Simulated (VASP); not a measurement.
Consider the following.

```xyz
10
Lattice="0.0000 5.6545 5.6545 5.6545 0.0000 5.6545 5.6545 5.6545 0.0000" Properties=species:S:1:pos:R:3 pbc="T T T"
Cs     8.4818     8.4818     8.4818
Cs     2.8273     2.8273     2.8273
Ag     5.6545     5.6545     5.6545
Bi     0.0000     0.0000     0.0000
Br     2.8364     5.6545     5.6545
Br     8.4727     5.6545     5.6545
Br     5.6545     2.8364     5.6545
Br     5.6545     8.4727     5.6545
Br     5.6545     5.6545     2.8364
Br     5.6545     5.6545     8.4727
```

These are PBE GGA, VASP's PBE PAW potentials (set 64) (plane waves; VASP) values and carry that method's errors. Settings: 300 eV cut-off, 3×3×3 Γ-centred mesh shifted by (0.5, 0.5, 0.5), Gaussian smearing of 0.010 eV, potentials Cs_sv Ag Bi_d Br.

At this cut-off the stress carries a Pulay error, which pulls relaxed volumes low.

**Question.** Estimate the energy per atom (σ→0), pressure, largest force.

**Answer.** 
```json
{
 "energy per atom (σ→0)": "-2.956 eV/atom",
 "pressure": "1.13 GPa",
 "largest_force": "0.197 eV/Å"
}
```

The absolute energy has meaning only against runs of the same code, potentials and settings.

The structure comes from a computed database's Cs2AgBiBr6 entry; how it stands against other phases isn't given here. The cell was not relaxed at this level.
